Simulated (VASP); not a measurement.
Set up this calculation in VASP 6.6.1, as the native input.

* Task: relaxation of cell and atoms
* Functional: PBE
* Potentials or basis: VASP PAW PBE potentials, release 64 (Ti_sv, Bi_d, O)
* Cutoff: 520 eV
* k mesh: 3 × 3 × 3
* Occupations: gaussian, width 0.15 eV
* Spin: no spin polarisation
* Further INCAR settings: PREC = Normal; ALGO = Fast; EDIFF = 0.0001; IBRION = 2; EDIFFG = -0.08; NSW = 24; ISIF = 3

The structure of Ti3BiO3 lies in POSCAR:

```
Ti3BiO3
1.0
    4.2750168800      0.0000000000      0.0000000000
    0.0000000000      4.2750168800      0.0000000000
    0.0000000000      0.0000000000      6.1159597800
Ti Bi O
3 1 3
Direct
    0.0000000000      0.5000000000      0.0000000000
    0.5000000000      0.0000000000      0.0000000000
    0.0000000000      0.0000000000      0.0000000000
    0.5000000000      0.5000000000      0.5000000000
    0.5000000000      0.5000000000      0.9064324800
    0.5000000000      0.5000000000      0.0935675200
    0.0000000000      0.0000000000      0.5000000000
```

The cell was built by a generator and needn't be a form met in nature.

One way to write it, as run:

INCAR

```
PREC     = Normal         # precision mode
ENCUT    = 520            # plane-wave cutoff, eV
EDIFF    = 1E-4           # SCF threshold, eV
ISMEAR   = 0              # smearing method
SIGMA    = 0.15           # smearing width, eV
LREAL    = False          # projectors in reciprocal space
LASPH    = True           # aspherical terms in the spheres
NELM     = 60             # most SCF steps
ALGO     = Fast           # electronic algorithm
ISIF     = 3              # what is computed and relaxed
LWAVE    = False          # write WAVECAR
LCHARG   = False          # write CHGCAR
GGA      = PE             # functional
IBRION   = 2              # ionic algorithm
NSW      = 24             # ionic steps
EDIFFG   = -0.08          # ionic threshold
```

KPOINTS

```
Automatic mesh
0
Gamma
  3 3 3
```

Potentials or basis: VASP PAW PBE potentials, release 64 (Ti_sv, Bi_d, O).

Run with:

```console
$ cat potpaw_PBE.64/Ti_sv/POTCAR potpaw_PBE.64/Bi_d/POTCAR potpaw_PBE.64/O/POTCAR > POTCAR
$ mpirun -np 1 vasp_std > vasp.out
```

It gave:

```yaml
Relaxed_volume: 16.53 Å³/atom
Relaxed_cell: a = 4.105 Å, b = 4.105 Å, c = 6.867 Å, α = 90.00°, β = 90.00°, γ = 90.00°
Space_group_after_relaxing_to_0.05_Å: P4/mmm (No. 123)
Energy_gained_by_relaxing: 1024.2 meV/atom
Ionic_steps: 13
Pressure_after_relaxing: -0.2 GPa
Largest_force_after_relaxing: 0.026 eV/Å
Band_gap_on_the_k_mesh: none (metal or under the smearing width)
```

Caveat: the k mesh is coarse (spacing up to 0.49 Å⁻¹), so the values aren't converged; the standard files for N, O and F lose accuracy on very short bonds; spin-orbit coupling is left out, which moves the levels of the heavy elements; an odd number of electrons without spin polarisation forces a metal; a magnetic or distorted state may lie lower; semilocal functionals often make such compounds metallic where correlation or magnetic order opens a gap, which also shifts bond lengths; the relaxation stopped at a loose force limit of 0.08 eV/Å, so its end isn't a converged minimum.

Run time: 4.8 min on 1 thread of AMD EPYC 9R45 96-Core Processor (Zen 5), with other jobs on the host, peak memory 0.15 GiB.
